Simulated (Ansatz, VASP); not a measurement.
## One calculation of TaSiO4, two programs

INCAR

```
SYSTEM = TaSiO4
PREC     = Accurate       ! precision mode
ENCUT    = 520            ! plane-wave cutoff, eV
EDIFF    = 1E-7           ! SCF threshold, eV
ISMEAR   = 0              ! smearing method
SIGMA    = 0.1            ! smearing width, eV
LREAL    = .FALSE.        ! projectors in reciprocal space
LASPH    = .TRUE.         ! aspherical terms in the spheres
NELM     = 60             ! most SCF steps
ALGO     = Normal         ! electronic algorithm
ISIF     = 2              ! what is computed and relaxed
LWAVE    = .FALSE.        ! write WAVECAR
LCHARG   = .FALSE.        ! write CHGCAR
GGA      = PE             ! functional
NBANDS   = 28             ! bands
```

File KPOINTS:

```
regular mesh
0
G
  6 6 6
  0 0 0
```

POSCAR

```
TaSiO4
1.0
    0.0000000000      3.1664547400      3.1664547400
    3.1664547400      0.0000000000      3.1664547400
    3.1664547400      3.1664547400      0.0000000000
Ta Si O
1 1 4
Direct
    0.7500000000      0.7500000000      0.7500000000
    0.0000000000      0.0000000000      0.0000000000
    0.3741004100      0.8776987800      0.3741004100
    0.3741004100      0.3741004100      0.8776987800
    0.3741004100      0.3741004100      0.3741004100
    0.8776987800      0.3741004100      0.3741004100
```

Input for Ansatz:

```yaml
crystal:
  lattice:
    - [0.0, 3.16645474, 3.16645474]
    - [3.16645474, 0.0, 3.16645474]
    - [3.16645474, 3.16645474, 0.0]
  atoms:
    - { symbol: Ta, position: [0.75, 0.75, 0.75] }
    - { symbol: Si, position: [0.0, 0.0, 0.0] }
    - { symbol: O, position: [0.37410041, 0.87769878, 0.37410041] }
    - { symbol: O, position: [0.37410041, 0.37410041, 0.87769878] }
    - { symbol: O, position: [0.37410041, 0.37410041, 0.37410041] }
    - { symbol: O, position: [0.87769878, 0.37410041, 0.37410041] }
basis:
  ecutwfc: 420
kpoints:
  mp_grid: { grid: [6, 6, 6] }
hamiltonian:
  xc: pbe
scf:
  occupations: { method: gaussian, width: 0.1 }
  lower_state_search: "off"
output:
  forces: true
  stress: true
  eigenvalues: true
```

Change from the starting cell: species swapped into the DyCu4Pd type (F-43m, No. 216).

Alike in both runs: task single point; functional PBE; k mesh 6 × 6 × 6; occupations gaussian, width 0.1 eV; no spin polarisation.

|  | VASP | Ansatz |
| --- | --- | --- |
| version | VASP 6.6.1 | Ansatz 0.2.0 |
| potentials or method | VASP PAW PBE potentials, release 64 (Ta_pv, Si, O) | scalar-relativistic, plane waves, PAW |
| plane-wave cutoff (eV) | 520 | 420 |
| valence electrons in the cell | 39 | 41 |

|  | VASP | Ansatz | Ansatz less VASP |
| --- | --- | --- | --- |
| gap on the k mesh at the Fermi level (eV) | none | none | - |
| pressure (GPa) | -9.0 | -8.9 | +0.10 |
| rms of the force components (eV/Å) | 0.251 | 0.253 | +0.0019 |

Atom by atom the forces differ by 0.002 eV/Å (rms over components). A gap of «none» marks a metal or a gap that the smearing closes. The two sets of potentials don't hold the same shells in valence.

Caveats: an odd number of electrons without spin polarisation forces a metal; a magnetic or distorted state may lie lower. The runs have no spin-orbit coupling, so splittings on Ta are missing.
